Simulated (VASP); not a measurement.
# CuAu (Tetraauricupride): structure and properties in VASP, part 2 of 3

What structure does CuAu (Tetraauricupride) take at this level, and what are its properties? The start is a cell from a database of measured crystal structures.

VASP 6.6.1; PBEsol; plane waves and PAW (Cu, Au).

Still holding for the runs below: The k-mesh is coarse for a metal.

So far. Step 2 (Relaxing cell and atoms (PBEsol)): It ends with forces that vanish by symmetry and a pressure of 0.07 GPa. The volume lies -1.5 % from that of the database's start, which holds the thermal and zero-point expansion of its experiment. Step 3 (Second relaxation): It ends with forces that vanish by symmetry and a pressure of -0.04 GPa. The volume moved by under 0.01 %: the run met its threshold at the first step. The relaxed cell has a = 2.794, c = 3.631 Å (conventional setting).

## (4) Single point with fields (PBEsol)

A single point on the relaxed cell gives a clean self-consistent state, with density, ELF and potential written out.

File INCAR:

```
SYSTEM = CuAu
PREC = Accurate
ENCUT = 400
EDIFF = 1E-06
NELM = 100
ISMEAR = 1
SIGMA = 0.2
LREAL = .FALSE.
ALGO = Normal
GGA = PS
NBANDS = 17
LASPH = .TRUE.
LORBIT = 11
LWAVE = .FALSE.
LCHARG = .TRUE.
ISIF = 2
LELF = .TRUE.
LVHAR = .TRUE.
```

File POSCAR:

```
CuAu
1.0
    2.7939584783      0.0000000000      0.0000000000
    0.0000000000      2.7939584783      0.0000000000
    0.0000000000      0.0000000000      3.6311637682
Cu Au
1 1
Direct
    0.5000000000      0.5000000000      0.5000000000
    0.0000000000      0.0000000000      0.0000000000
```

File KPOINTS:

```
Automatic mesh
0
Gamma
9 9 7
0 0 0
```

PAW data sets: Cu and Au (PBE family, release 64).

Run with:

```
> mpirun -np 2 vasp_std
```

The log of the run:

```text
[banner, memory and clock lines left out]
running    2 mpi-ranks, on    1 nodes
 distrk:  each k-point on    2 cores,    1 groups
 distr:  one band on    1 cores,    2 groups

 POSCAR found type information on POSCAR CuAu
 POSCAR found :  2 types and       2 ions
 [... a notice as in an earlier step ...]

 LDA part: xc-table for (Slater+PW92), standard interpolation
|                                                                             |
|           W    W    AA    RRRRR   N    N  II  N    N   GGGG   !!!           |
|           W    W   A  A   R    R  NN   N  II  NN   N  G    G  !!!           |
|           W    W  A    A  R    R  N N  N  II  N N  N  G       !!!           |
|           W WW W  AAAAAA  RRRRR   N  N N  II  N  N N  G  GGG   !            |
|           WW  WW  A    A  R   R   N   NN  II  N   NN  G    G                |
|           W    W  A    A  R    R  N    N  II  N    N   GGGG   !!!           |
|                                                                             |
|     The number of bands has been changed from the values supplied in        |
|     The orbitals not found in the WAVECAR file will be initialized with     |
|     random numbers, which is usually adequate. For correlated               |
|     calculations, however, you should redo the groundstate calculation.     |
|     I found NBANDS = 17. Now, NBANDS = 18.                                  |
|                                                                             |

 POSCAR, INCAR and KPOINTS ok, starting setup
 FFT: planning ... GRIDC
 FFT: planning ... GRID_SOFT
 FFT: planning ... GRID
 WAVECAR not read
 entering main loop
       N       E                     dE             d eps       ncg     rms          rms(c)
DAV:   1     0.107729499941E+03    0.10773E+03   -0.93267E+03  2396   0.141E+03
DAV:   2    -0.561758915165E+01   -0.11335E+03   -0.10624E+03  2196   0.260E+02
DAV:   3    -0.952727330295E+01   -0.39097E+01   -0.38182E+01  2526   0.579E+01
DAV:   4    -0.958274721824E+01   -0.55474E-01   -0.55439E-01  2644   0.569E+00
DAV:   5    -0.958425829999E+01   -0.15111E-02   -0.15110E-02  2944   0.101E+00    0.129E+01
DAV:   6    -0.892866962781E+01    0.65559E+00   -0.88876E+00  2320   0.799E+01    0.583E+00
DAV:   7    -0.844714548298E+01    0.48152E+00   -0.32557E+00  2682   0.828E+01    0.602E+00
DAV:   8    -0.838041256194E+01    0.66733E-01   -0.26126E-01  3142   0.119E+01    0.281E+00
DAV:   9    -0.837222035600E+01    0.81922E-02   -0.15463E-02  3300   0.237E+00    0.141E-01
DAV:  10    -0.837191653204E+01    0.30382E-03   -0.22125E-03  3004   0.854E-01    0.619E-02
DAV:  11    -0.837190757780E+01    0.89542E-05   -0.71836E-05  3296   0.118E-01    0.347E-02
DAV:  12    -0.837190404048E+01    0.35373E-05   -0.69092E-06  2560   0.851E-02    0.325E-03
DAV:  13    -0.837190399532E+01    0.45161E-07   -0.53189E-07  1236   0.106E-02
   1 F= -.83719040E+01 E0= -.83717890E+01  d E =-.345083E-03
```

It took 10 s on 2 MPI ranks of AMD EPYC 7R43, shared host; peak memory 0.18 GiB; 18 s of CPU time.

From OUTCAR (step 4):

```text
The static configuration has the point symmetry D_4h.

 Found     60 irreducible k-points:

   k-points           NKPTS =     60   k-points in BZ     NKDIM =     60   number of bands    NBANDS=     18

   NELECT =      22.0000    total number of electrons

 E-fermi :   8.9178

 k-point     3 :       0.2222    0.0000    0.0000
  band No.  band energies     occupation
    ...
      7       6.1421      2.00000
      8       6.4381      2.00000
      9       6.8139      2.00000
     10       6.8420      2.00000
     11       7.2237      2.00000
     12      13.6563      0.00000
     13      13.9705      0.00000
     14      17.8011      0.00000
     15      20.7870      0.00000
     16      24.1257      0.00000
    ...

 k-point     6 :       0.1111    0.1111    0.0000
  band No.  band energies     occupation
    ...
      7       6.1560      2.00000
      8       6.6996      2.00000
      9       6.7738      2.00000
     10       6.9897      2.00000
     11       7.4814      2.00000
     12      12.5394     -0.00000
     13      16.6027      0.00000
     14      17.5552      0.00000
     15      18.5404      0.00000
     16      26.7533      0.00000
    ...

  Total        0.0005036      0.0005036      0.0019440      0.0000000      0.0000000     -0.0000000
  in kB        0.0284654      0.0284654      0.1098799      0.0000000      0.0000000     -0.0000000
  external PRESSURE =       0.0556035 kB  Pullay stress =       0.0000000 kB

  FREE ENERGIE OF THE ION-ELECTRON SYSTEM (eV)
  ---------------------------------------------------
  free  energy   TOTEN  =        -8.3719039953 eV

  energy  without entropy=       -8.3715589123  energy(sigma->0) =       -8.37178897

[... 13 parts as in an earlier step ...]

[... 1 further part left out ...]
```

Numbers from this step:

```
SCF cycles : 13
bands      : 18
pressure   : 0.005560 GPa
```

Valence electrons inside each PAW sphere by angular momentum. Sphere charges, by row:

| atom | s (e) | p (e) | d (e) | tot (e) |
| --- | --- | --- | --- | --- |
| Cu1 | 0.388 | 0.34 | 9.218 | 9.946 |
| Au2 | 0.615 | 0.447 | 8.689 | 9.751 |

ELF in the ac plane at fractional y = 0.000, with atoms of Au within 0.2 Å of it. It is the smooth field of the valence electrons, not physical close to the nuclei.

Values, 18 rows by 14 columns, each cell a mean:
```
0.00 0.00 0.02 0.13 0.30 0.35 0.28 0.26 0.28 0.35 0.30 0.13 0.02 0.00
0.02 0.03 0.09 0.22 0.34 0.33 0.27 0.26 0.27 0.33 0.34 0.22 0.09 0.03
0.13 0.16 0.23 0.32 0.35 0.30 0.26 0.26 0.26 0.30 0.35 0.32 0.23 0.16
0.31 0.32 0.35 0.36 0.32 0.27 0.26 0.26 0.26 0.27 0.32 0.36 0.35 0.32
0.36 0.36 0.35 0.31 0.28 0.26 0.25 0.25 0.25 0.26 0.28 0.31 0.35 0.36
0.29 0.29 0.28 0.26 0.25 0.24 0.24 0.24 0.24 0.24 0.25 0.26 0.28 0.29
0.23 0.22 0.22 0.22 0.22 0.23 0.22 0.22 0.22 0.23 0.22 0.22 0.22 0.22
0.18 0.18 0.19 0.20 0.21 0.21 0.21 0.21 0.21 0.21 0.21 0.20 0.19 0.18
0.17 0.17 0.17 0.18 0.20 0.21 0.21 0.20 0.21 0.21 0.20 0.18 0.17 0.17
0.18 0.18 0.19 0.19 0.21 0.21 0.21 0.21 0.21 0.21 0.21 0.19 0.19 0.18
0.22 0.22 0.22 0.22 0.22 0.22 0.22 0.22 0.22 0.22 0.22 0.22 0.22 0.22
0.29 0.29 0.27 0.26 0.25 0.24 0.24 0.24 0.24 0.24 0.25 0.26 0.27 0.29
0.36 0.36 0.34 0.31 0.27 0.26 0.25 0.25 0.25 0.26 0.27 0.31 0.34 0.36
0.31 0.32 0.35 0.36 0.32 0.27 0.26 0.26 0.26 0.27 0.32 0.36 0.35 0.32
0.14 0.16 0.24 0.32 0.35 0.30 0.26 0.26 0.26 0.30 0.35 0.32 0.24 0.16
0.02 0.04 0.09 0.22 0.34 0.33 0.27 0.26 0.27 0.33 0.34 0.22 0.09 0.04
0.00 0.01 0.03 0.14 0.30 0.34 0.28 0.26 0.28 0.34 0.30 0.14 0.03 0.01
0.38 0.00 0.01 0.11 0.29 0.35 0.29 0.26 0.29 0.35 0.29 0.11 0.01 0.00
```
Columns run along a (2.8 Å), rows up along c (3.6 Å). Atoms in or near the plane, at fractional coordinates: Au at (0.00, 0.00).

Valence density in the ac plane at fractional y = 0.000, with atoms of Au within 0.2 Å of it. It is the smooth field of the valence electrons, not physical close to the nuclei.

Ten even steps from '0' (0.1 e/Å³) to '9' (4.8 e/Å³):
```
98642100012468
76532000002356
54321000001234
32210000000122
11100000000011
00000000000000
00000000000000
00000000000000
00000000000000
00000000000000
00000000000000
00000000000000
00000000000000
11100000000011
32210000000122
54321000001234
76532000002356
98642100012468
98642100012468
```
Columns run along a (2.8 Å), rows up along c (3.6 Å). Atoms in or near the plane, at fractional coordinates: Au at (0.00, 0.00).

Electrostatic potential energy in the ac plane at fractional y = 0.000, with atoms of Au within 0.2 Å of it. With pseudopotentials it is smooth inside the atoms' cores, unlike the true potential.

Ten even steps from '0' (-68 eV) to '9' (3 eV):
```
00025799975200
00136899986310
22357999997532
44578999998754
77889999999887
99999999999999
99999999999999
99999999999999
99999999999999
99999999999999
99999999999999
99999999999999
99999999999999
77889999999887
44578999998754
22357999997532
00136899986310
00025799975200
00024799974200
```
Columns run along a (2.8 Å; values clipped at the 3rd and 97th percentile), rows up along c (3.6 Å). Atoms in or near the plane, at fractional coordinates: Au at (0.00, 0.00).

In this run the pressure is 0.01 GPa, small enough to go on.

## (5) Band structure (PBEsol)

The mesh alone shows little of the dispersion and can miss band extrema, so KPOINTS_OPT adds a path through the symmetry points after the self-consistent cycle.

File INCAR:

```
SYSTEM = CuAu
PREC = Accurate
ENCUT = 400
EDIFF = 1E-06
NELM = 100
ISMEAR = 1
SIGMA = 0.2
LREAL = .FALSE.
ALGO = Normal
GGA = PS
NBANDS = 23
LASPH = .TRUE.
LORBIT = 11
LWAVE = .FALSE.
LCHARG = .FALSE.
KPAR = 2
```

POSCAR is that of step 4.

KPOINTS is that of step 4.

File KPOINTS_OPT:

```
Line mode
16
Line-mode
Reciprocal
  0.00000000   0.00000000   0.00000000 GAMMA
  0.00000000   0.50000000   0.00000000 X

  0.00000000   0.50000000   0.00000000 X
  0.50000000   0.50000000   0.00000000 M

  0.50000000   0.50000000   0.00000000 M
  0.00000000   0.00000000   0.00000000 GAMMA

  0.00000000   0.00000000   0.00000000 GAMMA
  0.00000000   0.00000000   0.50000000 Z

  0.00000000   0.00000000   0.50000000 Z
  0.00000000   0.50000000   0.50000000 R

  0.00000000   0.50000000   0.50000000 R
  0.50000000   0.50000000   0.50000000 A

  0.50000000   0.50000000   0.50000000 A
  0.00000000   0.00000000   0.50000000 Z

  0.00000000   0.50000000   0.00000000 X
  0.00000000   0.50000000   0.50000000 R

  0.50000000   0.50000000   0.00000000 M
  0.50000000   0.50000000   0.50000000 A
```

Run with:

```
> mpirun -np 2 vasp_std
```

The log of the run:

```text
[... set-up lines as in an earlier step ...]
 entering main loop
       N       E                     dE             d eps       ncg     rms          rms(c)
DAV:   1     0.107477732829E+03    0.10748E+03   -0.88221E+03  3219   0.111E+03
DAV:   2    -0.484846689912E+01   -0.11233E+03   -0.10420E+03  3033   0.232E+02
DAV:   3    -0.951279519986E+01   -0.46643E+01   -0.46185E+01  3299   0.505E+01
DAV:   4    -0.958203634913E+01   -0.69241E-01   -0.69218E-01  3274   0.512E+00
DAV:   5    -0.958420956138E+01   -0.21732E-02   -0.21732E-02  3755   0.998E-01    0.129E+01
DAV:   6    -0.893333011840E+01    0.65088E+00   -0.68984E+00  3271   0.625E+01    0.580E+00
DAV:   7    -0.845329966419E+01    0.48003E+00   -0.26530E+00  3638   0.648E+01    0.612E+00
DAV:   8    -0.838025017611E+01    0.73049E-01   -0.22254E-01  4233   0.946E+00    0.282E+00
DAV:   9    -0.837252158356E+01    0.77286E-02   -0.10195E-02  4167   0.130E+00    0.229E-01
DAV:  10    -0.837192452036E+01    0.59706E-03   -0.27932E-03  3634   0.125E+00    0.546E-02
DAV:  11    -0.837190687117E+01    0.17649E-04   -0.17079E-04  4301   0.227E-01    0.205E-02
DAV:  12    -0.837190418585E+01    0.26853E-05   -0.88958E-06  4389   0.742E-02    0.446E-03
DAV:  13    -0.837190392823E+01    0.25762E-06   -0.55222E-07  1947   0.147E-02
   1 F= -.83719039E+01 E0= -.83717889E+01  d E =-.345038E-03
 Start KPOINTS_OPT (optional k-point list driver)
k-point batch [1-60\144]
       N       E                     dE             ncg
DAV:   1     0.141462450811E+05   -0.14684E+05     3121
DAV:   2     0.710110943642E+04   -0.70451E+04     3061
DAV:   3     0.676894931259E+04   -0.33216E+03     3243
DAV:   4     0.676363709303E+04   -0.53122E+01     3299
DAV:   5     0.676345909677E+04   -0.17800E+00     3804
DAV:   6     0.676345386687E+04   -0.52299E-02     3571
DAV:   7     0.676345366773E+04   -0.19914E-03     3471
DAV:   8     0.676345366263E+04   -0.51071E-05     2440
DAV:   9     0.676345366236E+04   -0.26508E-06     2388
[...]
k-point batch [121-144\144]
       N       E                     dE             ncg
DAV:   1     0.345617395251E+05   -0.16573E+05     1303
DAV:   2     0.319908784838E+05   -0.25709E+04     1188
DAV:   3     0.318870656038E+05   -0.10381E+03     1286
DAV:   4     0.318854091760E+05   -0.16564E+01     1308
DAV:   5     0.318853479344E+05   -0.61242E-01     1576
DAV:   6     0.318853466685E+05   -0.12659E-02     1395
DAV:   7     0.318853466311E+05   -0.37384E-04     1277
DAV:   8     0.318853466305E+05   -0.58246E-06      924
```

Wall time 23 s (2 MPI ranks); peak memory 0.24 GiB; 40 s of CPU time.

Parts of OUTCAR (step 5):

```text
   k-points           NKPTS =     60   k-points in BZ     NKDIM =     60   number of bands    NBANDS=     23

   NELECT =      22.0000    total number of electrons

 E-fermi :   8.9177

 k-point     1 :       0.0000    0.0000    0.0000
  band No.  band energies     occupation
    ...
      7       6.0549      2.00000
      8       6.7822      2.00000
      9       7.2352      2.00000
     10       7.4687      2.00000
     11       7.4687      2.00000
     12      11.0863     -0.00000
     13      17.3553      0.00000
     14      18.9161      0.00000
     15      18.9161      0.00000
     16      25.8157      0.00000
    ...

  Total       -0.0009486     -0.0009486      0.0006727      0.0000000      0.0000000     -0.0000000
  in kB       -0.0536160     -0.0536160      0.0380230      0.0000000      0.0000000     -0.0000000
  external PRESSURE =      -0.0230697 kB  Pullay stress =       0.0000000 kB

  FREE ENERGIE OF THE ION-ELECTRON SYSTEM (eV)
  ---------------------------------------------------
  free  energy   TOTEN  =        -8.3719039282 eV

  energy  without entropy=       -8.3715588907  energy(sigma->0) =       -8.37178892

[... 9 parts as in an earlier step ...]

[... 8 further parts left out ...]
```

Spin-orbit coupling is off here; with elements this heavy it splits and shifts levels by tenths of an eV or more.

Numbers from this step:

- bands: 23
- pressure: -0.002307 GPa

Electronic bands along the path, in eV, zero at the Fermi level; # counts the bands kept:

| point | #8 | #9 | #10 | #11 | #12 | #13 | #14 | #15 |
| --- | --- | --- | --- | --- | --- | --- | --- | --- |
| Γ | -2.14 | -1.68 | -1.45 | -1.45 | 2.17 | 8.44 | 10.00 | 10.00 |
| 0.47 of the way | -2.53 | -2.10 | -2.09 | -1.72 | 4.77 | 4.94 | 8.89 | 12.04 |
| X | -3.03 | -2.45 | -2.23 | -0.88 | -0.12 | 9.62 | 9.73 | 11.66 |
| 0.47 of the way | -2.10 | -1.84 | -1.83 | -0.46 | 0.09 | 9.65 | 10.41 | 10.97 |
| M | -1.64 | -1.34 | -1.34 | 0.53 | 0.53 | 5.24 | 7.03 | 10.21 |
| 0.53 of the way | -2.43 | -2.32 | -2.01 | -1.40 | 5.80 | 6.48 | 6.68 | 9.68 |
| Γ | -2.14 | -1.68 | -1.45 | -1.45 | 2.17 | 8.44 | 10.00 | 10.00 |
| 0.47 of the way | -2.33 | -1.84 | -1.84 | -1.81 | -0.66 | 11.29 | 11.29 | 12.28 |
| Z | -2.76 | -2.38 | -2.38 | -2.37 | -2.01 | 14.41 | 14.72 | 14.72 |
| 0.53 of the way | -2.79 | -1.75 | -1.72 | -1.69 | -1.53 | 7.63 | 7.97 | 15.52 |
| R | -1.73 | -1.57 | -1.52 | -1.18 | -1.16 | 2.79 | 4.59 | 15.89 |
| 0.47 of the way | -2.41 | -1.92 | -1.76 | 2.01 | 2.04 | 3.01 | 4.61 | 11.48 |
| A | -2.16 | -1.65 | -1.63 | 5.42 | 5.56 | 5.56 | 6.30 | 6.94 |
| 0.47 of the way | -2.34 | -2.34 | -2.17 | -0.27 | 0.51 | 8.44 | 9.06 | 9.17 |
| Z | -2.76 | -2.38 | -2.38 | -2.37 | -2.01 | 14.41 | 14.72 | 14.72 |
| jump to X | -3.03 | -2.45 | -2.23 | -0.88 | -0.12 | 9.62 | 9.73 | 11.66 |
| 0.47 of the way | -2.84 | -1.92 | -1.91 | -0.89 | -0.24 | 5.48 | 6.66 | 15.09 |
| R | -1.73 | -1.57 | -1.52 | -1.18 | -1.16 | 2.79 | 4.59 | 15.89 |
| jump to M | -1.64 | -1.34 | -1.34 | 0.53 | 0.53 | 5.24 | 7.03 | 10.21 |
| 0.53 of the way | -1.93 | -1.65 | -1.63 | 2.95 | 2.95 | 5.48 | 6.06 | 9.66 |
| A | -2.16 | -1.65 | -1.63 | 5.42 | 5.56 | 5.56 | 6.30 | 6.94 |

Of the projections kept (Cu, Au), the largest for each band there; the rest of the weight can lie on other orbitals:

| point | #8 | #9 | #10 | #11 | #12 | #13 | #14 | #15 |
| --- | --- | --- | --- | --- | --- | --- | --- | --- |
| Γ | Cu 0.82 | Cu 0.78 | Cu 0.73 | Cu 0.73 | Au 0.53 | Au 0.53 | Cu 0.53 | Cu 0.53 |
| X | Cu 0.99 | Cu 0.99 | Cu 1.00 | Cu 0.93 | Au 0.93 | Cu 0.65 | Au 0.66 | Cu 0.60 |
| M | Au 1.00 | Cu 0.75 | Cu 0.75 | Au 0.55 | Au 0.55 | Au 0.78 | Cu 0.68 | Cu 1.00 |
| Γ | Cu 0.82 | Cu 0.78 | Cu 0.73 | Cu 0.73 | Au 0.53 | Au 0.53 | Cu 0.53 | Cu 0.53 |
| Z | Au 1.00 | Cu 0.99 | Cu 0.99 | Cu 0.98 | Cu 1.00 | Cu 1.00 | Au 0.76 | Au 0.76 |
| R | Cu 0.95 | Cu 0.81 | Cu 0.70 | Au 0.69 | Cu 0.57 | Au 0.72 | Cu 0.60 | Au 0.79 |

There is no gap at this level.

(Continued in part 3 of 3.)

[Lines on the potential files, build, host, timing and source positions are cut from VASP's logs without a mark.]

[Logs are printed without paths, hosts, clocks, repeated set-up lines and the standing remarks that a program may print on its own settings, such as how far it seeks lower states.]

[Hosts, paths, dates, database ids (printed as entryN), source tags and the programs' standing remarks are cut or masked in the printed files.]

[A measured line is paired with the nearest computed mode of its activity, which favours agreement.]
